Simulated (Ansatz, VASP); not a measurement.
**CsLiCr2Te2S3: VASP beside Ansatz**

```
CELL_PARAMETERS angstrom
3.42162 -5.18069 0.00784
3.42162 5.18069 0.00784
-2.90411 0.00000 7.43093
ATOMIC_POSITIONS crystal
Cs 0.09374 0.09374 0.00853
Li 0.58875 0.58875 0.55336
Cr 0.05646 0.46755 0.55790
Cr 0.46755 0.05646 0.55790
Te 0.56486 0.87357 0.29035
Te 0.87357 0.56486 0.29035
S 0.81151 0.39697 0.73347
S 0.39697 0.81151 0.73347
S 0.21404 0.21404 0.48371
```

The cell was built by a generator and needn't be a form met in nature.

Alike in both runs: task electron localisation function; functional PBE; k mesh 5 × 5 × 4; occupations fermi-dirac, width 0.05 eV; collinear spin, ferromagnetic start.

```csv
,VASP,Ansatz
version,VASP 6.6.1,Ansatz 0.2.0
potentials or method,"VASP PAW PBE potentials, release 64 (Cs_sv, Li_sv, Cr_pv, Te, S)",Ansatz PAW
plane-wave cutoff (eV),520,420
valence electrons in the cell,66,90
```

Ansatz gave:

| Property | Result |
| --- | --- |
| gap on the k mesh at the Fermi level (eV) | none |
| rms of the force components (eV/Å) | 0.005 |
| net moment per atom (μB) | 0.45 |
| size of the moment on the site where the two differ most (μB) | 2.02 |

Problem. Which values does VASP return?

Solution. gap on the k mesh at the Fermi level (eV): none; rms of the force components (eV/Å): 0.005; net moment per atom (μB): 0.45; size of the moment on the site where the two differ most (μB): 2.27.

Site moments also hang on the region over which each program counts them. Atom by atom the forces differ by 0.003 eV/Å (rms over components). A gap of «none» marks a metal or a gap that the smearing closes. The functional is the same, so the differences come from potentials, cutoffs and numerics. The two sets of potentials don't hold the same shells in valence.

Caveats: only a ferromagnetic start was run, and an antiferromagnetic order may lie lower in energy. With open d or f shells a metallic result of PBE can be an artefact of self-interaction; +U or a hybrid may open a gap. The runs have no spin-orbit coupling, so splittings on Cs, Te are missing.
